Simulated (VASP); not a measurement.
# EuSiGe with rev-vdW-DF2: from relaxation to properties, part 2 of 5

Wanted: the relaxed cell of EuSiGe and its properties. The cell is invented: it takes the structure of a Materials Project entry for SrSiGe (space group 187 there), with some of its atoms replaced by other elements, volume scaled by an estimate. It may not be a known or stable phase.

VASP 6.6.1, plane waves and PAW; the level of theory is named at each step.

Still holding for the runs below: The cell holds one magnetic atom, so no antiferromagnetic order fits into it. The k-mesh is coarse for a metal. Without U or exact exchange the f electrons of Eu come out too delocalised, which can shrink the cell and pin f bands at the Fermi level.

So far: Starting point; Full relaxation (rev-vdW-DF2).

## 2. Full relaxation (rev-vdW-DF2) (continued)

Level of this step: rev-vdW-DF2, spin-polarised from a ferromagnetic start (one magnetic atom a cell); plane waves and PAW (Eu, Ge_d, Si); invented cell (VASP).

Step by step:

```
step  energy less that of the first step (eV)  largest force (eV/Å)  pressure (GPa)  volume (Å³)
   1                                   0.0000                0.0000           -4.22        71.16
   2                                  -0.0863                0.0000            0.40        64.91
   3                                  -0.0866                0.0000           -0.02        65.17
   4                                  -0.0865                0.0000            0.30        65.05
   5                                  -0.0928                0.0000            0.23        64.91
   6                                  -0.0937                0.0000            0.15        64.82
   7                                  -0.0937                0.0000            0.07        64.83
   8                                  -0.0935                0.0000            0.09        64.87
   9                                  -0.0937                0.0000            0.13        64.83
  10                                  -0.0937                0.0000           -0.21        65.02
  11                                  -0.0937                0.0000            0.00        64.96
```

```
conventional cell, symmetrised  before  after  change
                         a (Å)   4.283  4.202  -1.9 %
                         b (Å)   4.283  4.202  -1.9 %
                         c (Å)   4.478  4.249  -5.1 %
              volume (Å³/atom)   23.72  21.65  -8.7 %
```

Final coordinates:

```cif
data_structure
_symmetry_space_group_name_H-M 'P 1'
_symmetry_Int_Tables_number 1
_cell_length_a 4.2018
_cell_length_b 4.2018
_cell_length_c 4.2486
_cell_angle_alpha 90.000
_cell_angle_beta 90.000
_cell_angle_gamma 120.000
_cell_volume 64.96
loop_
_atom_site_label
_atom_site_type_symbol
_atom_site_fract_x
_atom_site_fract_y
_atom_site_fract_z
_atom_site_occupancy
Eu1 Eu 0.66667 0.33333 0.00000 1
Ge2 Ge 0.00000 0.00000 0.50000 1
Si3 Si 0.33333 0.66667 0.50000 1
```

This step gave:

```
electrons                                         : 35
bands                                             : 25
irreducible k-points                              : 15
symmetry operations                               : 12
free energy (TOTEN)                               : -15.42 eV
energy at zero smearing                           : -15.42 eV
Fermi energy                                      : 5.435 eV
pressure                                          : -0.001966 GPa
moment of the cell, from the last line of the log : -6.707 μB
metallic                                          : yes
SCF cycles over all ionic steps                   : 130
```

Spin moment in the PAW sphere by atom:

```
atom  spin moment in the PAW sphere (μB)
 Eu1                               -6.47
 Ge2                                0.04
 Si3                                0.03
```

It ends with forces that vanish by symmetry and a pressure of 0.00 GPa.

## 3. Second relaxation

The basis stayed that of the start cell while the cell moved. A rerun from the cell reached resets it; the error of the finite cutoff stays.

The input, INCAR:

```
SYSTEM = EuSiGe
PREC = Accurate
ENCUT = 450
EDIFF = 1E-06
NELM = 100
ISMEAR = 0
SIGMA = 0.05
LREAL = .FALSE.
ALGO = Normal
GGA = MK
AGGAC = 0
LUSE_VDW = .TRUE.
PARAM1 = 0.1234
PARAM2 = 0.711357
ZAB_VDW = -1.8867
LASPH = .TRUE.
ISPIN = 2
MAGMOM = 7 0 0
LMAXMIX = 6
LORBIT = 11
LWAVE = .FALSE.
LCHARG = .FALSE.
IBRION = 2
NSW = 60
ISIF = 3
EDIFFG = -0.01
```

The input, POSCAR:

```
EuSiGe
1.0
    4.2017580461      0.0000000000      0.0000000000
   -2.1008790230      3.6388289570      0.0000000000
    0.0000000000      0.0000000000      4.2485770187
Eu Ge Si
1 1 1
Direct
    0.6666666700      0.3333333300      0.0000000000
    0.0000000000      0.0000000000      0.5000000000
    0.3333333300      0.6666666700      0.5000000000
```

The input, KPOINTS:

```
Automatic mesh
0
Gamma
5 5 5
0 0 0
```

PAW data sets: Eu, Ge_d and Si (PBE family, release 64).

On the command line:

```
$ mpirun -np 1 vasp_std
```

Output:

```text
[banner, memory and clock lines left out]
running    1 mpi-ranks, on    1 nodes
 distrk:  each k-point on    1 cores,    1 groups
 distr:  one band on    1 cores,    1 groups

 POSCAR found type information on POSCAR EuGeSi
 POSCAR found :  3 types and       3 ions
 [... a notice as in an earlier step ...]

 [... a notice as in an earlier step ...]

 LDA part: xc-table for (Slater+PW92), standard interpolation
 POSCAR, INCAR and KPOINTS ok, starting setup
 FFT: planning ... GRIDC
 FFT: planning ... GRID_SOFT
 FFT: planning ... GRID
 WAVECAR not read
 entering main loop
       N       E                     dE             d eps       ncg     rms          rms(c)
DAV:   1     0.230946459827E+03    0.23095E+03   -0.13597E+04  1964   0.483E+03
DAV:   2     0.308623216179E+02   -0.20008E+03   -0.18191E+03  1869   0.535E+02
DAV:   3    -0.853631827494E+01   -0.39399E+02   -0.38816E+02  2128   0.174E+02
DAV:   4    -0.126408546066E+02   -0.41045E+01   -0.40591E+01  2941   0.478E+01
DAV:   5    -0.129442390960E+02   -0.30338E+00   -0.30283E+00  2512   0.121E+01    0.315E+01
DAV:   6    -0.142941767077E+02   -0.13499E+01   -0.39257E+00  2369   0.356E+01    0.210E+01
DAV:   7    -0.158506041857E+02   -0.15564E+01   -0.49527E+00  2109   0.370E+01    0.192E+01
DAV:   8    -0.155874444664E+02    0.26316E+00   -0.22990E+00  2049   0.337E+01    0.863E+00
DAV:   9    -0.154287327666E+02    0.15871E+00   -0.98747E-01  2167   0.238E+01    0.614E+00
DAV:  10    -0.154316306144E+02   -0.28978E-02   -0.86867E-02  2782   0.203E+00    0.446E+00
DAV:  11    -0.154087229382E+02    0.22908E-01   -0.32153E-02  2474   0.386E+00    0.275E+00
DAV:  12    -0.154066403362E+02    0.20826E-02   -0.84160E-03  2752   0.138E+00    0.864E-01
DAV:  13    -0.154062116399E+02    0.42870E-03   -0.29078E-03  2792   0.994E-01    0.281E-01
DAV:  14    -0.154063278937E+02   -0.11625E-03   -0.93260E-04  2576   0.140E-01    0.229E-01
DAV:  15    -0.154062899879E+02    0.37906E-04   -0.20240E-04  2720   0.262E-01    0.636E-02
DAV:  16    -0.154062901159E+02   -0.12800E-06   -0.39008E-05  2656   0.113E-01    0.288E-02
DAV:  17    -0.154062930594E+02   -0.29435E-05   -0.47926E-06  2240   0.189E-02    0.269E-02
DAV:  18    -0.154062930733E+02   -0.13847E-07   -0.97569E-07  1640   0.209E-02
   1 F= -.15406293E+02 E0= -.15405292E+02  d E =-.154063E+02  mag=     6.7064
 curvature:   0.00 expect dE= 0.000E+00 dE for cont linesearch  0.000E+00
 trial: gam= 0.00000 g(F)=  0.293E-43 g(S)=  0.266E-03 ort = 0.000E+00 (trialstep = 0.100E+01)
 search vector abs. value=  0.266E-03
 bond charge predicted
       N       E                     dE             d eps       ncg     rms          rms(c)
DAV:   1    -0.154216332883E+02   -0.15340E-01   -0.87066E-02  2648   0.627E+00    0.178E+00
DAV:   2    -0.154788322040E+02   -0.57199E-01   -0.31833E-01  1982   0.131E+01    0.411E+00
DAV:   3    -0.154075404016E+02    0.71292E-01   -0.13373E-01  2103   0.884E+00    0.602E-01
DAV:   4    -0.154066179376E+02    0.92246E-03   -0.10526E-02  2658   0.151E+00    0.233E-01
DAV:   5    -0.154064393190E+02    0.17862E-03   -0.13784E-03  2736   0.534E-01    0.132E-01
DAV:   6    -0.154064007661E+02    0.38553E-04   -0.17029E-04  2605   0.233E-01    0.809E-02
DAV:   7    -0.154063570171E+02    0.43749E-04   -0.11085E-04  2912   0.131E-01    0.457E-02
DAV:   8    -0.154063561241E+02    0.89296E-06   -0.17116E-05  2704   0.291E-02    0.340E-02
DAV:   9    -0.154063595098E+02   -0.33856E-05   -0.20776E-06  1936   0.108E-02    0.193E-02
DAV:  10    -0.154063619805E+02   -0.24707E-05   -0.12888E-06  1322   0.275E-02    0.618E-03
DAV:  11    -0.154063625239E+02   -0.54341E-06   -0.38544E-07  1272   0.125E-02
   2 F= -.15406363E+02 E0= -.15405296E+02  d E =-.694506E-04  mag=     6.7094
[...]
3 F= -.15406372E+02 E0= -.15405325E+02  d E =-.791910E-04  mag=     6.7082
 curvature:   0.12 expect dE= 0.258E-05 dE for cont linesearch  0.691E-06
 ZBRENT: interpolating
 opt :   0.8278  next Energy=   -15.406375 (dE=-0.820E-04)
 bond charge predicted
       N       E                     dE             d eps       ncg     rms          rms(c)
DAV:   1    -0.154066839530E+02   -0.31214E-03   -0.17836E-03  2680   0.898E-01    0.261E-01
DAV:   2    -0.154084009509E+02   -0.17170E-02   -0.81894E-03  2025   0.193E+00    0.745E-01
DAV:   3    -0.154063706092E+02    0.20303E-02   -0.45085E-03  2063   0.143E+00    0.558E-02
DAV:   4    -0.154063820137E+02   -0.11404E-04   -0.12971E-04  2580   0.867E-02    0.320E-02
DAV:   5    -0.154063725675E+02    0.94462E-05   -0.13403E-05  2727   0.488E-02    0.186E-02
DAV:   6    -0.154063714061E+02    0.11614E-05   -0.71113E-07  1363   0.141E-02    0.124E-02
DAV:   7    -0.154063694073E+02    0.19988E-05   -0.13093E-06  1622   0.134E-02    0.477E-03
DAV:   8    -0.154063686815E+02    0.72584E-06   -0.47697E-07  1085   0.121E-02
   4 F= -.15406369E+02 E0= -.15405311E+02  d E =-.756082E-04  mag=     6.7090
 curvature:  -0.49 expect dE=-0.167E-04 dE for cont linesearch -0.221E-08
 trial: gam= 0.12286 g(F)=  0.570E-42 g(S)=  0.338E-04 ort = 0.109E-05 (trialstep = 0.966E+00)
 search vector abs. value=  0.381E-04
 reached required accuracy - stopping structural energy minimisation
```

Run time: 5 min. Hardware: 1 MPI rank of Intel Xeon 6975P-C (Granite Rapids), shared host; peak memory 0.41 GiB.

OUTCAR, selected parts (step 3):

```text
  LATTYP: Found a hexagonal cell.
 ALAT       =     4.2017580461
 C/A-ratio  =     1.0111427103

The static configuration has the point symmetry D_3h.

 Found     15 irreducible k-points:

   dimension x,y,z NGX =    30 NGY =   30 NGZ =   30
   dimension x,y,z NGXF=    60 NGYF=   60 NGZF=   60

   ENCUT  =  450.0 eV  33.07 Ry    5.75 a.u.   7.27  7.27  7.35*2*pi/ulx,y,z

   NELECT =      35.0000    total number of electrons

 E-fermi :   5.4560

 spin component 1
 k-point     1 :       0.0000    0.0000    0.0000
  band No.  band energies     occupation
    ...
     18       5.0638      1.00000
     19       5.0638      1.00000
     20       5.1831      1.00000
     21       5.3615      0.99626
     22       5.3707      0.99211
     23       7.6065      0.00000
     24       7.6065      0.00000
     25       8.8122      0.00000

 k-point     2 :       0.2000    0.0000    0.0000
  band No.  band energies     occupation
    ...
     17       5.0288      1.00000
     18       5.0826      1.00000
     19       5.0948      1.00000
     20       5.1909      1.00000
     21       5.2752      1.00000
     22       6.1805      0.00000
     23       7.6112      0.00000
     24       7.9948      0.00000
     25       8.4469      0.00000

 k-point     3 :       0.4000    0.0000    0.0000
  band No.  band energies     occupation
    ...
     17       5.0648      1.00000
     18       5.1164      1.00000
     19       5.1541      1.00000
     20       5.1601      1.00000
     21       5.2389      1.00000
     22       7.2286      0.00000
     23       7.7268      0.00000
     24       7.9866      0.00000
     25       8.8343      0.00000

 k-point     4 :       0.2000    0.2000    0.0000
  band No.  band energies     occupation
    ...
     16       5.0200      1.00000
     17       5.0659      1.00000
     18       5.1147      1.00000
     19       5.1432      1.00000
     20       5.1969      1.00000
     21       5.7065      0.00000
     22       6.5147      0.00000
     23       6.6806      0.00000
     24       8.1642      0.00000
     25       9.2132      0.00000

Total vdW correction in eV:      5.4455715

  Total        0.0248819      0.0248819     -0.0293845      0.0000000     -0.0000000      0.0000000
  in kB        0.6154609      0.6154608     -0.7268321      0.0000000     -0.0000000      0.0000000
  external PRESSURE =       0.1680299 kB  Pullay stress =       0.0000000 kB

  energy-cutoff  :      450.00
  volume of cell :       64.77
      direct lattice vectors                 reciprocal lattice vectors
     4.198541359 -0.000000000 -0.000000000     0.238177956  0.137512117  0.000000000
    -2.099270679  3.636043224 -0.000000000     0.000000000  0.275024233  0.000000000
    -0.000000000  0.000000000  4.242938273     0.000000000  0.000000000  0.235685729

 POSITION                                       TOTAL-FORCE (eV/Angst)
 -----------------------------------------------------------------------------------
      2.09927      1.21201     -0.00000        -0.000000      0.000000      0.000000
     -0.00000      0.00000      2.12147         0.000000     -0.000000     -0.000000
     -0.00000      2.42403      2.12147         0.000000     -0.000000     -0.000000
 -----------------------------------------------------------------------------------
    total drift:                               -0.000047      0.000025      0.000000

  FREE ENERGIE OF THE ION-ELECTRON SYSTEM (eV)
  ---------------------------------------------------
  free  energy   TOTEN  =       -15.4063686815 eV

  energy  without entropy=      -15.4042541869  energy(sigma->0) =      -15.40531143

Total vdW correction in eV:      5.4455638

 total charge
# of ion       s       p       d       f       tot
--------------------------------------------------
    1        2.027   5.701   0.434   6.550  14.712
    2        1.145   1.281  10.037   0.000  12.463
    3        0.786   0.853   0.000   0.000   1.639
--------------------------------------------------
tot          3.958   7.836  10.471   6.550  28.815

 magnetization (x)
# of ion       s       p       d       f       tot
--------------------------------------------------
    1       -0.013  -0.102   0.078   6.512   6.475
    2       -0.014  -0.022   0.002   0.000  -0.034
    3       -0.014  -0.019   0.000   0.000  -0.034
--------------------------------------------------
tot         -0.042  -0.144   0.081   6.512   6.407

[... 4 parts as in an earlier step ...]

[... 10 further parts left out ...]
```

The steps of the relaxation:

| step | energy less that of the first step (eV) | largest force (eV/Å) | pressure (GPa) | volume (Å³) |
| --- | --- | --- | --- | --- |
| 1 | 0.0000 | 0.0000 | -0.18 | 64.96 |
| 2 | -0.0001 | 0.0000 | 0.05 | 64.73 |
| 3 | -0.0001 | 0.0000 | -0.01 | 64.81 |
| 4 | -0.0001 | 0.0000 | 0.02 | 64.77 |

```csv
"conventional cell, symmetrised",before,after,change
a (Å),4.202,4.199,-0.1 %
b (Å),4.202,4.199,-0.1 %
c (Å),4.249,4.243,-0.1 %
volume (Å³/atom),21.65,21.59,-0.3 %
```

The relaxed structure:

```xyz
3
Lattice="4.1985 0.0000 0.0000 -2.0993 3.6360 0.0000 0.0000 0.0000 4.2429" Properties=species:S:1:pos:R:3 pbc="T T T"
Eu    2.0993    1.2120    0.0000
Ge    0.0000    0.0000    2.1215
Si    0.0000    2.4240    2.1215
```

This step gave:

* free energy (TOTEN): -15.41 eV
* energy at zero smearing: -15.41 eV
* Fermi energy: 5.456 eV
* pressure: 0.01680 GPa
* moment of the cell, from the last line of the log: 6.709 μB
* SCF cycles over all ionic steps: 44

Spin moment in the PAW sphere by atom:

```
atom  spin moment in the PAW sphere (μB)
 Eu1                                6.47
 Ge2                               -0.03
 Si3                               -0.03
```

It ends with forces that vanish by symmetry and a pressure of 0.02 GPa.

(Part 2 of 5 ends here.)

[Lines on the potential files, build, host, timing and source positions are cut from VASP's logs without a mark.]

[Logs are printed without paths, hosts, clocks, repeated set-up lines and the standing remarks that a program may print on its own settings, such as how far it seeks lower states.]

[Hosts, paths, dates, database ids (printed as entryN), source tags and the programs' standing remarks are cut or masked in the printed files.]

[A measured line is paired with the nearest computed mode of its activity, which favours agreement.]
